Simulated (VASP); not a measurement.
Input:

```
CELL_PARAMETERS angstrom
      1.64286    -2.84552     0.00000
      1.64286     2.84552     0.00000
      0.00000     0.00000     5.10267
ATOMIC_POSITIONS crystal
  Sc 0.33333 0.66667 0.25000
  Sc 0.66667 0.33333 0.75000
```

Computed with AM05 GGA, VASP's PBE PAW potentials (set 64) (plane waves; VASP). Numerical set-up: 520 eV cut-off, Gaussian smearing of 0.050 eV, potentials Sc_sv.

**Question.** What does the run give for the band gap (along the path) with the smallest direct gap where there is one?

**Answer.** 
```
Quantity                                                      Value
-------------------------  ----------------------------------------
band gap (along the path)  none (metal, semimetal or under 0.01 eV)
```

Only differences to runs with the same potentials and settings are physical.

The compound is Sc in the hcp structure. It was relaxed first.
